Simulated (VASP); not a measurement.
A convergence study with VASP on Ir (space group Fm-3m): one setting is varied, all else stays as given below, so the limit is that of these other settings.

```yaml
crystal:
  lattice:
    - [0.00000, 1.91040, 1.91040]
    - [1.91040, 0.00000, 1.91040]
    - [1.91040, 1.91040, 0.00000]
  atoms:
    - { symbol: Ir, position: [0.00000, 0.00000, 0.00000] }
```

Method: PBE GGA, VASP's PBE PAW potentials (set 64) (plane waves; VASP). The tightest run used: 720 eV cut-off, 15×15×15 Γ-centred mesh, Gaussian smearing of 0.10 eV, potentials Ir.

| setting | E (eV/atom) | pressure (GPa) | plane waves |
|---|---|---|---|
| ENCUT = 120 | -5.8152 | -446.49 | 51 |
| ENCUT = 135 | -8.2153 | -236.07 | 59 |
| ENCUT = 150 | -8.4757 | -125.65 | 64 |
| ENCUT = 165 | -8.6530 | -58.26 | 73 |
| ENCUT = 180 | -8.7677 | -18.62 | 81 |
| ENCUT = 210 | -8.8289 | 11.38 | 113 |
| ENCUT = 240 | -8.8360 | 15.29 | 125 |

### Question
These are the cheaper rows. Estimate the results at ENCUT = 720, and how far the last row shown lies from them.

### Answer

```tsv
quantity	tightest run	last row shown is off by
E (eV/atom)	-8.8288	-0.0072
pressure (GPa)	15.58	-0.28
```

Left out are rungs that failed or repeat a setting and relaxations that didn't move; long series are thinned to 24 rows.

The structure is a typed Ir crystal (space group no. 225). The cell was not relaxed at this level.
